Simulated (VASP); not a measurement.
An input for Quantum ESPRESSO's pw.x (written as the equivalent of a VASP run, and not itself run):

```
&CONTROL
  calculation = 'scf'
  pseudo_dir = './pseudo'
  outdir = './out'
  tprnfor = .true.
  tstress = .true.
/
&SYSTEM
  ibrav = 0
  nat = 3
  ntyp = 2
  ecutwfc = 74
  occupations = 'smearing'
  smearing = 'methfessel-paxton'
  degauss = 0.00735
  input_dft = 'pbesol'
/
&ELECTRONS
  conv_thr = 7.3e-09
  electron_maxstep = 100
/
ATOMIC_SPECIES
  Si 28.085 Si.upf
  W 183.840 W.upf
CELL_PARAMETERS angstrom
    -1.6017580    1.5376877    3.9118834
     1.6017580   -1.5376877    3.9118834
     1.6017580    1.5376877   -3.9118834
ATOMIC_POSITIONS crystal
  Si   0.6655473  0.6655473  0.0000000
  Si   0.3344527  0.3344527  0.0000000
  W    0.0000000  0.0000000  0.0000000
K_POINTS automatic
  12 12 12 0 0 0
```

Q: Write the VASP files for the same calculation (PBEsol).

A: Several could match; the one computed here: 
POSCAR:
```
WSi2
7.8237670
 -0.2047297655   0.1965405749   0.4999999934
  0.2047297655  -0.1965405749   0.4999999934
  0.2047297655   0.1965405749  -0.4999999934
Si W
2 1
Cartesian
 -0.0000000000  -0.0000000000   0.6655472517
 -0.0000000000  -0.0000000000   0.3344527352
  0.0000000000   0.0000000000   0.0000000000
```

INCAR:
```
! general
SYSTEM  = WSi2
PREC    = Accurate
ENCUT   = 480   ! plane-wave cut-off (eV)
LREAL   = .FALSE.
LASPH   = .TRUE.   ! aspherical one-centre terms

! electronic loop
EDIFF   = 1E-7   ! SCF stop (eV)
NELM    = 100
ALGO    = Normal   ! blocked Davidson
LMAXMIX = 6

! smearing
ISMEAR  = 1   ! Methfessel-Paxton
SIGMA   = 0.1

! functional
GGA     = PS   ! PBEsol

! ions
ISIF    = 2

! output
LWAVE   = .FALSE.
LCHARG  = .FALSE.
```

KPOINTS:
```
Automatic mesh
0
Gamma
12 12 12
0 0 0
```

POTCAR, in this order: Si W_sv (PBE.64 set). Program: vasp_std.

What does not carry over: the potentials are each code's own (VASP's PAW set, PseudoDojo norm-conserving files in pw.x), so ENCUT and ecutwfc are chosen apart and not converted; conv_thr bounds pw.x's estimated SCF error, while EDIFF bounds the energy change between steps.

The compound is WSi2 in the MoSi2 type structure. This cell was strained or had an atom moved on purpose.
